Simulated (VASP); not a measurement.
The input files of a VASP run:

**POSCAR**
```
TiGe
1
    0.0000000000     2.5872928788     2.5872928788
    2.5872928788     0.0000000000     2.5872928788
    2.5872928788     2.5872928788     0.0000000000
Ge Ti
1 1
Direct
  0.0000000000   0.0000000000   1.0000000000
  0.5000000000   0.5000000000   0.5000000000
```

**INCAR**
```
SYSTEM = TiGe
PREC = Accurate; ENCUT = 400; LREAL = F
LASPH = T
EDIFF = 1E-6; NELM = 100; ALGO = Normal
LMAXMIX = 4; LMIXTAU = T
ISMEAR = 1; SIGMA = 0.1
METAGGA = R2SCAN
IBRION = 2; NSW = 60; ISIF = 3
EDIFFG = -0.01
LWAVE = F; LCHARG = F
```

File KPOINTS:
```
Automatic mesh
0
Gamma
11 11 11
0 0 0
```

POTCAR, in this order: Ge_d Ti_sv (PBE.64 set). Program: vasp_std.

### Question
Translate this r2SCAN calculation to Ansatz.

### Answer
One equivalent input (not run):
Ansatz 0.2 input:
```yaml
crystal:
  lattice:
    - [0.0000000, 2.5872929, 2.5872929]
    - [2.5872929, 0.0000000, 2.5872929]
    - [2.5872929, 2.5872929, 0.0000000]
  atoms:
    - { symbol: Ge, position: [0.0000000, 0.0000000, 1.0000000] }
    - { symbol: Ti, position: [0.5000000, 0.5000000, 0.5000000] }
kpoints:
  mp_grid: { grid: [11, 11, 11] }
hamiltonian:
  xc: r2scan
  pseudopotentials: { kind: paw }
scf:
  occupations: { method: methfessel_paxton, width: 0.1 }
  max_iter: 100
relax:
  max_steps: 60
  f_tol: 0.01
  cell: {}
output: { forces: true, stress: true, eigenvalues: true }
```
Limits of the translation: each code has its own PAW files, so the cut-off isn't converted (ENCUT is set for VASP's; basis.ecutwfc is left out, and Ansatz then takes the one that its files recommend); Ansatz stops its SCF on the density residual and VASP on the energy change (EDIFF).

The structure was generated: TiGe was put into the rocksalt type (Fm-3m), which need not be its known phase. This run relaxes it. Symmetry was kept, so distortions that lower it aren't found. The start is the result of an earlier pass.
